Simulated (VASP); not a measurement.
A convergence study with VASP on SrO (rock salt): one setting is varied, all else stays as given below, so the limit is that of these other settings.

```xyz
2
Lattice="0.0000 2.5800 2.5800 2.5800 0.0000 2.5800 2.5800 2.5800 0.0000" Properties=species:S:1:pos:R:3 pbc="T T T"
Sr     0.0000     0.0000     0.0000
O      2.5800     2.5800     2.5800
```

Calculation: PBE GGA, VASP's PBE PAW potentials (set 64) (plane waves; VASP). The tightest run used: 700 eV cut-off, 18×18×18 Γ-centred mesh, tetrahedra with Blöchl corrections, potentials Sr_sv O.

Gaps are read on the run's mesh, which can miss a band edge.

```json
[
 {"setting": "3×3×3 mesh", "E (eV/atom)": "-6.0141", "pressure (GPa)": "2.39", "gap on the mesh (eV)": "3.749", "irreducible k-points": "4"},
 {"setting": "4×4×4 mesh", "E (eV/atom)": "-6.0246", "pressure (GPa)": "2.27", "gap on the mesh (eV)": "3.267", "irreducible k-points": "8"},
 {"setting": "5×5×5 mesh", "E (eV/atom)": "-6.0260", "pressure (GPa)": "2.24", "gap on the mesh (eV)": "3.457", "irreducible k-points": "10"}
]
```

**Question.** These are the cheaper rows. Estimate the results at 18×18×18 mesh, and how far the last row shown lies from them.

**Answer.** 
```tsv
quantity	tightest run	last row shown is off by
E (eV/atom)	-6.0263	0.0003
pressure (GPa)	2.24	0.00
gap on the mesh (eV)	3.273	0.184
```

Left out are rungs that failed or repeat a setting and relaxations that didn't move; long series are thinned to 24 rows.

The compound is SrO in the rock salt structure. The cell was not relaxed at this level.
